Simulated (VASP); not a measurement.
Data:

```
CELL_PARAMETERS angstrom
      1.65779    -2.87137     0.00000
      1.65779     2.87137     0.00000
      0.00000     0.00000     5.38317
ATOMIC_POSITIONS crystal
  Tl 0.33333 0.66667 0.25000
  Tl 0.66667 0.33333 0.75000
```

All values below come from LDA (Ceperley-Alder, Perdew-Zunger), VASP's LDA PAW potentials (set 64) (plane waves; VASP 6.6.1). Run with 520 eV cut-off, 12×12×7 Γ-centred mesh, first-order Methfessel-Paxton smearing of 0.10 eV, potentials Tl_d.

Problem. The ions and cell shape at fixed volume are relaxed. Which structure does the run end with?

Solution. 
```
CELL_PARAMETERS angstrom
      1.67961    -2.90917     0.00000
      1.67961     2.90917     0.00000
      0.00000     0.00000     5.24419
ATOMIC_POSITIONS crystal
  Tl 0.33333 0.66667 0.25000
  Tl 0.66667 0.33333 0.75000
```
Space group P6_3/mmc (194), at a tolerance of 0.03 Å.

Problem. How much energy does the relaxation gain?

Solution. The energy (σ→0) changes by -4.6 meV/atom, in 3 ionic steps.

The compound is Tl in the hcp structure. This cell is one point of a volume scan, at 0.94 of the reference volume. Symmetry was kept, so distortions that lower it aren't found.
